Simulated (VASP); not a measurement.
Energy against volume of AlN (zinc blende). Computed with optB86b-vdW, VASP's PBE PAW potentials (set 64) (plane waves; VASP). Run with 520 eV cut-off, 10×10×10 Γ-centred mesh, Gaussian smearing of 0.050 eV, potentials Al N.

| V (Å³/atom) | E (eV/atom) |
|---|---|
| 10.254 | -6.25025 |
| 10.571 | -6.25661 |
| 10.888 | -6.25114 |
| 11.205 | -6.23548 |

Question: Fit these four points and predict the energy of the run at 9.937 Å³/atom.

Answer: A cubic in V^(−2/3), the third-order Birch-Murnaghan form, passes through the four points with V0 = 10.58 Å³/atom and B0 = 199 GPa, and gives -6.2301 eV/atom there. The run gave -6.2302 eV/atom, -0.0 meV/atom from the fit; all five points give B0 = 198 GPa.

The compound is AlN in the zinc blende structure, a metastable form; wurtzite is the usual one. It was relaxed first.
